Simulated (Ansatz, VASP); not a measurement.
**InPd: VASP beside Ansatz**

One calculation is typed for both programs; each brings its own data sets and cutoff. How far apart do they land? The cell is taken from a series of VASP runs on this material, whose earlier steps may have relaxed, scaled or displaced it; both programs get it as it stands.

Main program and level: Ansatz 0.2.0; plane waves, with VASP 6.6.1 beside it; band structure at r2SCAN with rVV10.

**1. Set-up**

It takes space group Pm-3m (No. 221, cubic). The conventional cell has a = 3.259 Å, b = 3.259 Å, c = 3.259 Å, α = 90.00°, β = 90.00°, γ = 90.00°. Nearest to In lie 8 Pd at 2.82 Å. Pd has 8 In at 2.82 Å nearest. Farther neighbours are not listed.

As a file:

```cif
data_structure
_symmetry_space_group_name_H-M 'P 1'
_symmetry_Int_Tables_number 1
_cell_length_a 3.2593
_cell_length_b 3.2593
_cell_length_c 3.2593
_cell_angle_alpha 90.000
_cell_angle_beta 90.000
_cell_angle_gamma 90.000
_cell_volume 34.62
loop_
_atom_site_label
_atom_site_type_symbol
_atom_site_fract_x
_atom_site_fract_y
_atom_site_fract_z
_atom_site_occupancy
In1 In 0.00000 0.00000 0.00000 1
Pd2 Pd 0.50000 0.50000 0.50000 1
```

**2. Ansatz: band structure, r2SCAN with rVV10**

Ansatz runs on its default PAW (the set named soft_2) files.

A single point gives forces, pressure and levels at one fixed geometry, so differences don't come from the geometry; what else differs is listed under the comparison.

The input, input.yaml:

```yaml
crystal:
  lattice:
    - [3.2593201929, 0.0, 0.0]
    - [0.0, 3.2593201929, 0.0]
    - [0.0, 0.0, 3.2593201929]
  atoms:
    - { symbol: In, position: [0.0, 0.0, 0.0] }
    - { symbol: Pd, position: [0.5, 0.5, 0.5] }
hamiltonian:
  xc: r2scan
  pseudopotentials: { kind: paw }
  dispersion: rvv10
kpoints:
  mp_grid: { grid: [6, 6, 6] }
  band_path:
    path:
      - [0.0, 0.0, 0.0]
      - [0.0, 0.1, 0.0]
      - [0.0, 0.2, 0.0]
      - [0.0, 0.3, 0.0]
      - [0.0, 0.43333, 0.0]
      - [0.0, 0.5, 0.0]
      - [0.1, 0.5, 0.0]
      - [0.2, 0.5, 0.0]
      - [0.33333, 0.5, 0.0]
      - [0.43333, 0.5, 0.0]
      - [0.5, 0.5, 0.0]
      - [0.36667, 0.36667, 0.0]
      - [0.26667, 0.26667, 0.0]
      - [0.16667, 0.16667, 0.0]
      - [0.06667, 0.06667, 0.0]
      - [0.03333, 0.03333, 0.03333]
      - [0.13333, 0.13333, 0.13333]
      - [0.23333, 0.23333, 0.23333]
      - [0.33333, 0.33333, 0.33333]
      - [0.46667, 0.46667, 0.46667]
      - [0.46667, 0.5, 0.46667]
      - [0.36667, 0.5, 0.36667]
      - [0.23333, 0.5, 0.23333]
      - [0.13333, 0.5, 0.13333]
      - [0.03333, 0.5, 0.03333]
      - [0.5, 0.5, 0.03333]
      - [0.5, 0.5, 0.16667]
      - [0.5, 0.5, 0.26667]
      - [0.5, 0.5, 0.36667]
      - [0.5, 0.5, 0.5]
    npoints: 1
scf:
  occupations: { method: methfessel_paxton, width: 0.2 }
  n_extra_bands: 7
output:
  forces: true
  stress: true
  eigenvalues: true
  write_density: true
  write_potential: true
  elf: true
  volumetric_format: npy
```

Launch:

```
$ ansatz run input.yaml --threads 2 --pin off --max-ram 4608MiB --backend cpu --events-out ev --progress --plain --runs-dir out
```

Numbers of over 12 decimals in the logs are rounded to 6 here.

Output:

```text
scf.n_extra_bands = 7 over 16 filled bands (N_el = 31.0): the run solves 23 bands
Engine: ansatz 0.2.0, aarch64-unknown-linux-gnu
Pseudopotentials: kind: paw
Pseudopotential: In, paw, valence charge 13, recommended cutoff 500 eV (meta_gga), In.paw.azcp
Pseudopotential: Pd, paw, valence charge 18, recommended cutoff 500 eV (meta_gga), Pd.paw.azcp
Functional definition: r2SCAN+rVV10
  parameter k0 = 0.174
  parameter k1 = 0.065
  parameter a1 = 4.9479
  exchange = r2scan_x(k0 = k0, k1 = k1, a1 = a1)
  correlation = r2scan_c + rvv10(11.95, 0.0093)
Crystal: 2 atoms, lattice volume = 34.624 Å³
Basis set: ecut = 500 eV, 895 PW (Γ), exchange–correlation on 108×108×108 points (64 copies of the dense FFT grid, shifted against one another)
Bands: 23, of which v1, the nominal top of the filled ones, is band 16 counted from 1 (15 counted from 0)
Symmetry: 48 space group operations
Space group: Pm-3m (ITA 221), of the structure as read, at distance tolerance 3.3e-5 Å
k-points: 20 of 216
Non-local potential: In, projectors of the file, l = 0: 2, l = 1: 2, l = 2: 2, l = 3: 2
Non-local potential: Pd, projectors of the file, l = 0: 2, l = 1: 2, l = 2: 2, l = 3: 1
PAW form: soft (Blöchl's): semilocal exchange-correlation on the pseudo side does not see the compensation charge
rVV10 density: all electrons in the spheres
PAW frozen core: In, regenerated for the run's functional (the file was generated under x = pbe(κ = 0.804, μ = 0.219515), c = pbe(β = 0.066725))
PAW frozen core: Pd, regenerated for the run's functional (the file was generated under x = pbe(κ = 0.804, μ = 0.219515), c = pbe(β = 0.066725))
PAW one-centre angular grid: In, 590 points (default); XC on 289 of its mesh's 2783 points in the sphere
PAW one-centre angular grid: Pd, 590 points (default); XC on 160 Gauss nodes
Initial density: superposition of atomic densities (neutral atoms: chi_scale 0, normalization atom), corrected by the library's trained network
Initial wavefunctions: pseudopotential atomic-orbital guess
Functional: x = r2scan, c = r2scan + rvv10(b = 11.95, C = 0.0093); τ floored in thin density (d = 2e-4 eV/Å³)
SCF iter   1: F=—  HF=-12595.163631 eV  |F-HF|=—  |Δ(HF+E_count)|=         —  Δρ=1.12e-2  dr2=2.61e-2  dr2_τ=1.04e-2  ethr=1.77e-3  ⟨swp⟩=5.7  Hψ=2062  notcnv=0  defer=3
preconditioner: auto → none  [insulator: Δε(μ)=0.245 eV  Ē_g=18.468 eV  σ=0.200 eV  W_gap=0.84  n_scr=6 (ndim 8)  ℏωp=30.3 eV  f_vac=0.000  D(μ)=0.66/eV (n_scr^D=0)  ε∞_Penn≈3.7]
SCF iter   2: F=—  HF=-12595.174523 eV  |F-HF|=—  |Δ(HF+E_count)|=   1.09e-2  S|Δr|=    0.00e0  Δρ=7.28e-3  dr2=1.26e-2  dr2_τ=1.07e-3  ethr=8.42e-5  ⟨swp⟩=2.1  Hψ=738  notcnv=0  defer=3
SCF iter   3: F=—  HF=-12595.172336 eV  |F-HF|=—  |Δ(HF+E_count)|=   2.19e-3  S|Δr|=    0.00e0  Δρ=3.11e-3  dr2=3.03e-3  dr2_τ=3.01e-4  ethr=4.06e-5  ⟨swp⟩=2.0  Hψ=548  notcnv=0  defer=3
SCF iter   4: F=—  HF=-12595.171835 eV  |F-HF|=—  |Δ(HF+E_count)|=   5.01e-4  S|Δr|=    0.00e0  Δρ=1.50e-3  dr2=4.98e-4  dr2_τ=2.14e-5  ethr=9.79e-6  ⟨swp⟩=1.0  Hψ=423  notcnv=0  defer=3
SCF iter   5: F=—  HF=-12595.171760 eV  |F-HF|=—  |Δ(HF+E_count)|=   7.46e-5  S|Δr|=    0.00e0  Δρ=4.25e-4  dr2=3.41e-5  dr2_τ=3.00e-6  ethr=1.61e-6  ⟨swp⟩=1.4  Hψ=474  notcnv=0  defer=3
SCF iter   6: F=—  HF=-12595.171754 eV  |F-HF|=—  |Δ(HF+E_count)|=   5.73e-6  S|Δr|=    0.00e0  Δρ=5.85e-5  dr2=4.03e-7  dr2_τ=5.70e-8  ethr=1.10e-7  ⟨swp⟩=2.0  Hψ=546  notcnv=0  defer=3
SCF iter   7: F=-12595.171755 eV  HF=-12595.171755 eV  |F-HF|=2.25e-8  |Δ(HF+E_count)|=   2.38e-7  S|Δr|=    0.00e0  Δρ=1.66e-5  dr2=6.70e-8  dr2_τ=1.23e-9  ethr=3.23e-10  ⟨swp⟩=12.4  Hψ=3167  notcnv=0
SCF 1 converged in 7 iterations: F = -12595.171755 eV  dr2 = 6.70e-8
  greatest PAW one-centre occupation: 1.003 electrons in one spin orbital (limit 2), on the Pd atom at site 1 (counted from 0), in its partial waves of l = 0
NSCF: frozen V_eff on 30 k-points
SCF converged after 7 iterations
Stability not checked: this state was not tested for a lower state beside it, because cold or Methfessel-Paxton smearing, or corrected tetrahedra, fill the levels in a way that the test cannot read (fill_not_monotonic; see scf.lower_state_search)
Free energy (F): -12595.171755 eV
Harris-Foulkes:  -12595.171755 eV  (|F-HF|=2.25e-8)
Internal energy: -12595.175943 eV  (E = F + TS)
E sigma→0 (E₀):  -12595.172802 eV
Entropy (-TS):   0.004188 eV (2.094 meV/atom)
Fermi energy:    16.918072 eV
--- Per-component energies (eV) ---
  E_band       = -164.563536
  E_kinetic    = 761.487116
  E_local      = -2881.370418  (includes V_loc(G=0)·N_el)
  E_nonlocal   = 585.731781
  E_hartree    = 1174.379926
  E_xc         = -358.497954
  E_vxc        = -340.379896  (∫ρ·V_xc dr)
  E_paw        = -7958.455442  (= ΣΔE_a)
  E_vpaw       = -663.657728  (= ΣTr[D̂ρ^β])
  E_aug_tail   = 0.000078  (compensation charges beyond the density's cutoff)
  E_vtau       = 24.853251  (kinetic-family band-sum trace: ∫τ·v_τ [+ j·A + Jᵃ·Aᵃ] dr)
  E_ewald      = -3918.964491
  E_core_change = 0.513459  (= ΣΔE_core)
  E_smearing   = 0.004188  (= −TS)
  E_closure    = -0.000000  (closes the sum)
  Σ components = -12595.171755   (vs F -12595.171755, Δ=0.00e0)
--- Forces (eV/Å), atoms counted from 1 ---
  atom   1  In    -0.00000000     0.00000000    -0.00000000
  atom   2  Pd    -0.00000000     0.00000000     0.00000000
  max |Σ_I F_I| component: 7.76e-30 eV/Å
--- Stress (GPa, compression-positive) ---
       -0.836290       0.000000       0.000000
        0.000000      -0.836290       0.000000
        0.000000       0.000000      -0.836290
  P = ⅓ Tr σ = -0.8363 GPa (-8.363 kbar)
--- Band table (eV; the first three rows and the last of 20) ---
  k-point 0: bands = [... 12 lower, 14.4031, 14.4031, 14.4031, 21.3995, 21.3995, 21.3995, 27.1533, 27.8437, ... 3 higher]
  k-point 1: bands = [... 12 lower, 14.0973, 14.0973, 14.3838, 18.9892, 22.2879, 22.2879, 27.4642, 27.6747, ... 3 higher]
  k-point 2: bands = [... 12 lower, 13.5906, 13.5906, 14.3450, 16.2934, 24.5211, 24.5211, 27.2975, 27.7212, ... 3 higher]
  k-point 19: bands = [... 12 lower, 15.0286, 15.0286, 17.1780, 20.8505, 20.8505, 20.8505, 21.4822, 21.4822, ... 3 higher]
```

The job ended after 5.9 s (2 threads of Arm Neoverse N1, shared host; peak memory 0.37 GiB; 10 s of CPU time).

In the SCF lines HF is the Harris–Foulkes energy and dr2 the Hartree energy of the density residual, in eV; the loop may stop once dr2 is under the threshold and the program's other checks hold. Hψ counts applications of the Hamiltonian.

(Part 1 of 2 ends here.)

[Lines on the potential files, build, host, timing and source positions are cut from VASP's logs without a mark.]

[Logs are printed without paths, hosts, clocks, repeated set-up lines and the standing remarks that a program may print on its own settings, such as how far it seeks lower states.]

[Hosts, paths, dates, database ids (printed as entryN), source tags and the programs' standing remarks are cut or masked in the printed files.]
